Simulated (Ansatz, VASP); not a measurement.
## Hf2Pd2Se2Br2O3: programs and potentials compared

```
Hf Pd Se Br O
1.0
     7.58666   -1.70971   -1.17576
     7.58666    1.70971   -1.17576
    -2.02446    0.00000   13.05155
Hf Pd Se Br O
2 2 2 2 3
Cartesian
  14.1965 0.0171 -1.4564
  8.5983 -0.0246 2.2452
  1.6881 -0.0452 6.2111
  3.3964 -0.0130 8.9476
  12.2960 -0.0483 8.8840
  10.8429 0.0061 5.7908
  8.7909 -0.0079 -0.7798
  3.1814 -0.0454 3.1526
  8.1836 0.0290 4.1432
  5.6932 0.0224 0.0177
  0.0096 0.0323 2.8124
```

The cell comes from a database or a generator and needn't be the stable form of this composition.

Atoms were shifted at random by some hundredths of an Å from the given cell, which wasn't relaxed again for these runs.

Alike in all runs: task single point; functional PBE; k mesh 8 × 8 × 2; occupations fermi-dirac, width 0.05 eV; no spin polarisation; no spin-orbit coupling. Pressure is positive in compression and, in plane waves, holds the error of the finite cutoff, which Ansatz's Pulay term estimates and takes out.

```csv
program and potentials,plane-wave cutoff (eV),notes,band gap (eV),pressure (GPa),largest force (eV/Å)
"Ansatz, Ansatz PAW",420,13.82 valence electrons an atom on average; Pulay term of +0.13 GPa included,0.79,-0.76,1.624
"Ansatz, all-electron LAPW, scalar-relativistic",-,-,0.80,-0.76,1.623
"VASP, PBE PAW files Br, Hf_pv, O, Pd, Se, 520 eV",520,7.64 valence electrons an atom on average,0.78,-1.13,1.628
```

Force on atom 2 (Hf), eV/Å:

| program and potentials | x | y | z |
| --- | --- | --- | --- |
| Ansatz, Ansatz PAW | 0.237 | 0.547 | 1.511 |
| Ansatz, all-electron LAPW, scalar-relativistic | 0.236 | 0.547 | 1.510 |
| VASP, PBE PAW files Br, Hf_pv, O, Pd, Se, 520 eV | 0.136 | 0.540 | 1.530 |

The band gap spans 0.78 (VASP, PBE PAW files Br, Hf_pv, O, Pd, Se, 520 eV) to 0.80 eV (Ansatz, all-electron LAPW, scalar-relativistic), with all-electron results at 0.80. The pressure spans -1.13 (VASP, PBE PAW files Br, Hf_pv, O, Pd, Se, 520 eV) to -0.76 GPa (Ansatz, all-electron LAPW, scalar-relativistic), with all-electron results at -0.76. Spin-orbit coupling, left out here, moves the band edges of heavy atoms. The gap is indirect and read on the mesh alone.

Differences between rows come from potentials, basis sets and numerical settings, since the functional is the same but for its coding. Runs on potential files found faulty are left out.
